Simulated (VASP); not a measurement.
Level of theory: r2SCAN meta-GGA, VASP's PBE PAW potentials (set 64) (plane waves; VASP 6.6.1).

A VASP calculation is set up with these files.

### POSCAR
```
Dy
1
    3.2278857787     0.0000000000     0.0000000000
    0.0000000000     3.2278857787     0.0000000000
    0.0000000000     0.0000000000     3.2278857787
Dy
1
Direct
  0.0000000000   0.0000000000   0.0000000000
```

File KPOINTS:
```
Automatic mesh
0
gamma
  13 13 13
```

### KPOINTS_OPT
```
k-points along high-symmetry lines
10
Line-mode
Reciprocal
  0.000000   0.000000   0.000000 ! GAMMA
  0.000000   0.500000   0.000000 ! X

  0.000000   0.500000   0.000000 ! X
  0.500000   0.500000   0.000000 ! M

  0.500000   0.500000   0.000000 ! M
  0.000000   0.000000   0.000000 ! GAMMA

  0.000000   0.000000   0.000000 ! GAMMA
  0.500000   0.500000   0.500000 ! R

  0.500000   0.500000   0.500000 ! R
  0.000000   0.500000   0.000000 ! X

  0.500000   0.500000   0.500000 ! R
  0.500000   0.500000   0.000000 ! M
```

INCAR:
```
SYSTEM = Dy
PREC = Accurate
ENCUT = 400
EDIFF = 1E-7
NELM = 100
ALGO = Normal
LREAL = .FALSE.
LASPH = .TRUE.
ISMEAR = -5
METAGGA = R2SCAN
LMIXTAU = .TRUE.
LMAXMIX = 6
LWAVE = .FALSE.
LCHARG = .FALSE.
LORBIT = 11
NEDOS = 601
ISIF = 2
```

POTCAR, in this order: Dy_3 (PBE.64 set). Program: vasp_std.

Output of the run:

### OUTCAR
```
 ion  position               nearest neighbor table
   1  0.000  0.000  0.000-
  LATTYP: Found a simple cubic cell.
 ALAT       =     3.2278857787
 Subroutine PRICEL returns:
 Original cell was already a primitive cell.
 Subroutine GETGRP returns: Found 48 space group operations
The static configuration has the point symmetry O_h .
The dynamic configuration has the point symmetry O_h .
 Subroutine INISYM returns: Found 48 space group operations
 Subroutine IBZKPT returns following result:
 Found     84 irreducible k-points:

 Following reciprocal coordinates:
            Coordinates               Weight
  0.000000  0.000000  0.000000      1.000000
  0.076923  0.000000  0.000000      6.000000
  0.153846  0.000000  0.000000      6.000000
  0.230769  0.000000  0.000000      6.000000
  0.307692  0.000000  0.000000      6.000000
  0.384615  0.000000  0.000000      6.000000
  0.461538  0.000000  0.000000      6.000000
  0.076923  0.076923  0.000000     12.000000
  0.153846  0.076923  0.000000     24.000000
  0.230769  0.076923  0.000000     24.000000
  0.307692  0.076923  0.000000     24.000000
  0.384615  0.076923  0.000000     24.000000
  0.461538  0.076923  0.000000     24.000000
  0.153846  0.153846  0.000000     12.000000
  0.230769  0.153846  0.000000     24.000000
  0.307692  0.153846  0.000000     24.000000
  0.384615  0.153846  0.000000     24.000000
  0.461538  0.153846  0.000000     24.000000
  0.230769  0.230769  0.000000     12.000000
  0.307692  0.230769  0.000000     24.000000
  0.384615  0.230769  0.000000     24.000000
  0.461538  0.230769  0.000000     24.000000
  0.307692  0.307692  0.000000     12.000000
  0.384615  0.307692  0.000000     24.000000
  0.461538  0.307692  0.000000     24.000000
...
```

OSZICAR:
```
       N       E                     dE             d eps       ncg     rms          rms(c)
DAV:   1    -0.233265549420E+02   -0.23327E+02   -0.42539E+03  1352   0.775E+02
DAV:   2    -0.320679761118E+02   -0.87414E+01   -0.84822E+01  1808   0.978E+01
DAV:   3    -0.323161932615E+02   -0.24822E+00   -0.22722E+00  1688   0.103E+01
DAV:   4    -0.323223544594E+02   -0.61612E-02   -0.59751E-02  2280   0.134E+00
DAV:   5    -0.323223646216E+02   -0.10162E-04   -0.10065E-04  1688   0.376E-02    0.164E+01
DAV:   6    -0.309593078905E+02    0.13631E+01   -0.34952E-01  1440   0.670E+00    0.851E+00
DAV:   7    -0.312084509150E+02   -0.24914E+00   -0.14951E-01  1504   0.439E+00    0.161E+00
DAV:   8    -0.310962101072E+02    0.11224E+00   -0.64605E-02  1344   0.292E+00    0.983E-01
DAV:   9    -0.311572938257E+02   -0.61084E-01   -0.48608E-02  1608   0.232E+00    0.116E+00
DAV:  10    -0.311281608082E+02    0.29133E-01   -0.11963E-02  1360   0.109E+00    0.613E-02
DAV:  11    -0.311335342731E+02   -0.53735E-02   -0.18199E-03  1616   0.429E-01    0.440E-01
DAV:  12    -0.311262322394E+02    0.73020E-02   -0.20739E-03  1400   0.397E-01    0.990E-02
DAV:  13    -0.311261529724E+02    0.79267E-04   -0.49152E-05  2368   0.799E-02    0.846E-02
DAV:  14    -0.311260208709E+02    0.13210E-03   -0.22266E-05  1392   0.478E-02    0.254E-02
DAV:  15    -0.311258808616E+02    0.14001E-03   -0.64246E-05  1424   0.615E-02    0.490E-03
DAV:  16    -0.311258780689E+02    0.27927E-05   -0.23271E-06  1936   0.143E-02    0.618E-03
DAV:  17    -0.311258793754E+02   -0.13065E-05   -0.44262E-07  1592   0.812E-03    0.139E-03
DAV:  18    -0.311258855529E+02   -0.61776E-05   -0.12080E-06  1456   0.811E-03    0.252E-03
DAV:  19    -0.311258868269E+02   -0.12739E-05   -0.11832E-07  1496   0.377E-03    0.448E-04
DAV:  20    -0.311258875216E+02   -0.69475E-06   -0.31922E-08   888   0.195E-03    0.167E-04
DAV:  21    -0.311258877061E+02   -0.18445E-06   -0.35682E-09   848   0.740E-04    0.105E-04
DAV:  22    -0.311258875632E+02    0.14285E-06   -0.62212E-10   800   0.295E-04    0.213E-04
DAV:  23    -0.311258876065E+02   -0.43272E-07   -0.24053E-09   840   0.456E-04
   1 F= -.31125888E+02 E0= -.31125888E+02  d E =0.000000E+00
       N       E                     dE             ncg
```

OUTCAR:
```
------------------------ aborting loop because EDIFF is reached ----------------------------------------
  FORCE on cell =-STRESS in cart. coord.  units (eV):
  Direction    XX          YY          ZZ          XY          YZ          ZX
  --------------------------------------------------------------------------------------
  Total       -0.0880939     -0.0880939     -0.0880939     -0.0000000      0.0000000     -0.0000000
  in kB       -4.1966420     -4.1966420     -4.1966420     -0.0000000      0.0000000     -0.0000000
  external PRESSURE =      -4.1966420 kB  Pullay stress =       0.0000000 kB
  volume of cell :       33.63
      direct lattice vectors                 reciprocal lattice vectors
     3.227885779  0.000000000  0.000000000     0.309800305  0.000000000  0.000000000
     0.000000000  3.227885779  0.000000000     0.000000000  0.309800305  0.000000000
     0.000000000  0.000000000  3.227885779     0.000000000  0.000000000  0.309800305
 POSITION                                       TOTAL-FORCE (eV/Angst)
 -----------------------------------------------------------------------------------
      0.00000      0.00000      0.00000         0.000000      0.000000      0.000000
 -----------------------------------------------------------------------------------
    total drift:                                0.000000     -0.000000      0.000000
  FREE ENERGIE OF THE ION-ELECTRON SYSTEM (eV)
  ---------------------------------------------------
  free  energy   TOTEN  =       -31.1258876065 eV

  energy  without entropy=      -31.1258876065  energy(sigma->0) =      -31.12588761

 total charge

# of ion       s       p       d       tot
------------------------------------------
    1        0.465   6.322   1.211   7.998
```
(Selected blocks of OUTCAR.)

The 4f electrons are frozen in the core of the lanthanide potential, so 4f levels, which can set the real gap, and their magnetism are missing. For a metal the tetrahedron method with Blöchl corrections gives inexact stress and forces.

The structure was generated: Dy was put into the simple-cubic type (Pm-3m), which need not be its known phase. It was relaxed first.
